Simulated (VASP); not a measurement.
An input for Quantum ESPRESSO's pw.x (written as the equivalent of a VASP run, and not itself run):

```
&CONTROL
  calculation = 'scf'
  pseudo_dir = './pseudo'
  outdir = './out'
  tprnfor = .true.
  tstress = .true.
/
&SYSTEM
  ibrav = 0
  nat = 4
  ntyp = 2
  ecutwfc = 84
  occupations = 'smearing'
  smearing = 'gaussian'
  degauss = 0.003675
  input_dft = 'pbe'
/
&ELECTRONS
  conv_thr = 7.3e-08
  electron_maxstep = 100
/
ATOMIC_SPECIES
  B 10.810 B.upf
  N 14.007 N.upf
CELL_PARAMETERS angstrom
     1.2770400   -2.2118990    0.0000000
     1.2770400    2.2118990    0.0000000
     0.0000000    0.0000000    6.7932000
ATOMIC_POSITIONS crystal
  B    0.3333330  0.6666670  0.2500000
  B    0.6666670  0.3333330  0.7500000
  N    0.6666670  0.3333330  0.2500000
  N    0.3333330  0.6666670  0.7500000
K_POINTS automatic
  8 8 3 0 0 0
```

Question: Translate this input to VASP (INCAR, KPOINTS, POSCAR, choice of POTCAR).

Answer: This is not unique; one that fits is 
File POSCAR:
```
BN
1
    1.2770400000    -2.2118990000     0.0000000000
    1.2770400000     2.2118990000     0.0000000000
    0.0000000000     0.0000000000     6.7932000000
B N
2 2
Direct
  0.3333330000   0.6666670000   0.2500000000
  0.6666670000   0.3333330000   0.7500000000
  0.6666670000   0.3333330000   0.2500000000
  0.3333330000   0.6666670000   0.7500000000
```

File KPOINTS:
```
Automatic mesh
0
Gamma
8 8 3
0 0 0
```

### INCAR
```
ISMEAR = 0
GGA = PE
NELM = 100   ! most electronic steps
ALGO = Normal   ! blocked Davidson
LREAL = .FALSE.
LASPH = .TRUE.   ! aspherical one-centre terms
PREC = Accurate
ENCUT = 520
EDIFF = 1E-6   ! SCF stop (eV)
LCHARG = .FALSE.
LWAVE = .FALSE.
SIGMA = 0.05   ! width (eV)
ISIF = 2   ! forces and stress, cell fixed
SYSTEM = BN
```

POTCAR, in this order: B N (PBE.64 set). Program: vasp_std.

The two are equivalent in intent, not identical: the potentials are each code's own (VASP's PAW set, PseudoDojo norm-conserving files in pw.x), so ENCUT and ecutwfc are chosen apart and not converted; conv_thr bounds pw.x's estimated SCF error, while EDIFF bounds the energy change between steps.

The compound is BN in the hex structure. The cell was not relaxed at this level.
